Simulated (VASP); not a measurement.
Consider the following.

```xyz
3
Lattice="1.7968 -3.1122 0.0000 1.7968 3.1122 0.0000 0.0000 0.0000 5.6387" Properties=species:S:1:pos:R:3 pbc="T T T"
Pt     0.0000     0.0000     0.0000
S      1.7968     1.0374     1.2452
S      1.7968    -1.0374     4.3935
```

All values below come from SCAN meta-GGA, VASP's PBE PAW potentials (set 64) (plane waves; VASP). Numerical set-up: 520 eV cut-off, 7×7×4 Γ-centred mesh, Gaussian smearing of 0.050 eV, potentials Pt S.

Problem. The ions and cell shape at fixed volume are relaxed. What does this cell relax into?

Solution. 
```xyz
3
Lattice="1.7625 -3.0528 0.0000 1.7625 3.0528 0.0000 0.0000 0.0000 5.8603" Properties=species:S:1:pos:R:3 pbc="T T T"
Pt     1.7625     3.0528     0.0000
S      1.7625     1.0176     1.2233
S      1.7625    -1.0176     4.6370
```
Space group P-3m1 (164), at a tolerance of 0.03 Å.

Problem. How much energy does the relaxation gain?

Solution. The energy (σ→0) changes by -24.6 meV/atom, in 8 ionic steps.

| step | E(σ→0) (eV) | max force (eV/Å) | pressure (GPa) | volume (Å³) |
|---|---|---|---|---|
| 1 | -91.0144 | 0.740 | -6.89 | 63.07 |
| 2 | -91.0644 | 0.318 | -4.15 | 63.07 |
| 3 | -91.0824 | 0.080 | -1.27 | 63.07 |
| 4 | -91.0824 | 0.121 | -1.00 | 63.07 |
| 5 | -91.0877 | 0.052 | -0.58 | 63.07 |
| 6 | -91.0883 | 0.021 | -0.40 | 63.07 |
| 7 | -91.0883 | 0.023 | -0.41 | 63.07 |
| 8 | -91.0883 | 0.005 | -0.53 | 63.07 |

The compound is PtS2 in the 1T layered structure. This cell is one point of a volume scan, at 1.06 of the reference volume. Symmetry was kept, so distortions that lower it aren't found.
